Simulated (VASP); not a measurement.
An input for Quantum ESPRESSO's pw.x (written as the equivalent of a VASP run, and not itself run):

```
&CONTROL
  calculation = 'scf'
  pseudo_dir = './pseudo'
  outdir = './out'
  tprnfor = .true.
  tstress = .true.
/
&SYSTEM
  ibrav = 0
  nat = 1
  ntyp = 1
  ecutwfc = 98
  occupations = 'tetrahedra'
  input_dft = 'pz'
/
&ELECTRONS
  conv_thr = 7.3e-09
  electron_maxstep = 100
/
ATOMIC_SPECIES
  Ni 58.693 Ni.upf
CELL_PARAMETERS angstrom
    -1.3575122    1.3575122    1.3575122
     1.3575122   -1.3575122    1.3575122
     1.3575122    1.3575122   -1.3575122
ATOMIC_POSITIONS crystal
  Ni   0.0000000  0.0000000  0.0000000
K_POINTS automatic
  21 21 21 0 0 0
```

**Question.** Write the VASP files for the same calculation (LDA).

**Answer.** This is not unique; one that fits is 
**KPOINTS**
```
Automatic mesh
0
Gamma
21 21 21
0 0 0
```

**POSCAR**
```
Ni
1
   -1.3575122444     1.3575122444     1.3575122444
    1.3575122444    -1.3575122444     1.3575122444
    1.3575122444     1.3575122444    -1.3575122444
Ni
1
Direct
  0.0000000000   0.0000000000   0.0000000000
```

### INCAR
```
ALGO = Normal
EDIFF = 1E-7
ENCUT = 400
ISIF = 2
ISMEAR = -5
LASPH = T
LCHARG = T
LMAXMIX = 4
LORBIT = 11
LREAL = F
LWAVE = F
NEDOS = 601
NELM = 100
PREC = Accurate
SYSTEM = Ni
```

POTCAR, in this order: Ni (LDA.64 set). Program: vasp_std.

The two are equivalent in intent, not identical: the potentials are each code's own (VASP's PAW set, PseudoDojo norm-conserving files in pw.x), so ENCUT and ecutwfc are chosen apart and not converted; conv_thr bounds pw.x's estimated SCF error, while EDIFF bounds the energy change between steps.

The structure comes from a computed database's Ni entry (Im-3m); how it stands against other phases isn't given here. It was relaxed first, which changed the volume by -6 %.
